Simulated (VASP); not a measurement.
Consider the following.

```
CELL_PARAMETERS angstrom
      0.00000     3.30229     3.30229
      3.30229     0.00000     3.30229
      3.30229     3.30229     0.00000
ATOMIC_POSITIONS crystal
  K  0.00000 0.00000 0.00000
  Br 0.50000 0.50000 0.50000
```

These are r2SCAN meta-GGA, VASP's PBE PAW potentials (set 64) (plane waves; VASP 6.6.1) values and carry that method's errors. Numerical set-up: 520 eV cut-off, 8×8×8 Γ-centred mesh, tetrahedra with Blöchl corrections, potentials K_sv Br.

Task: Tabulate the total density of states (states/eV per cell) against energy (eV; zero at the valence-band maximum or, without a gap, the Fermi level).

Result: 
(E (eV), DOS (states/eV)): (-9.95, 0.00); (-9.71, 0.00); (-9.47, 0.00); (-9.23, 0.00); (-8.99, 0.00); (-8.75, 0.00); (-8.51, 0.00); (-8.27, 0.00); (-8.03, 0.00); (-7.79, 0.00); (-7.67, 0.00); (-7.43, 0.00); (-7.19, 0.00); (-6.95, 0.00); (-6.71, 0.00); (-6.47, 0.00); (-6.23, 0.00); (-5.99, 0.00); (-5.75, 0.00); (-5.51, 0.00); (-5.27, 0.00); (-5.03, 0.00); (-4.79, 0.00); (-4.55, 0.00); (-4.31, 0.00); (-4.07, 0.00); (-3.83, 0.00); (-3.59, 0.00); (-3.35, 0.00); (-3.11, 0.00); (-2.99, 0.00); (-2.75, 0.00); (-2.51, 0.00); (-2.27, 0.00); (-2.03, 0.00); (-1.79, 0.00); (-1.55, 0.00); (-1.31, 0.00); (-1.07, 1.10); (-0.83, 7.34); (-0.59, 2.40); (-0.35, 15.0); (-0.11, 2.88); (0.13, 0.00); (0.37, 0.00); (0.61, 0.00); (0.85, 0.00); (1.09, 0.00); (1.33, 0.00); (1.57, 0.00); (1.69, 0.00); (1.93, 0.00); (2.17, 0.00); (2.41, 0.00); (2.65, 0.00); (2.89, 0.00); (3.13, 0.00); (3.37, 0.00); (3.61, 0.00); (3.85, 0.00); (4.09, 0.00); (4.33, 0.00); (4.57, 0.00); (4.81, 0.00); (5.05, 0.00); (5.29, 0.03); (5.53, 0.10); (5.77, 0.14); (6.01, 0.19); (6.25, 0.25); (6.37, 0.31); (6.61, 0.78); (6.85, 1.24); (7.09, 1.74); (7.33, 2.42); (7.57, 2.16); (7.81, 1.60); (8.05, 1.89); (8.29, 2.24); (8.53, 1.57)
Within 2 eV below the valence-band maximum the largest weight inside VASP's projection spheres is Br p.

The compound is KBr in the rock salt structure. It was relaxed first.
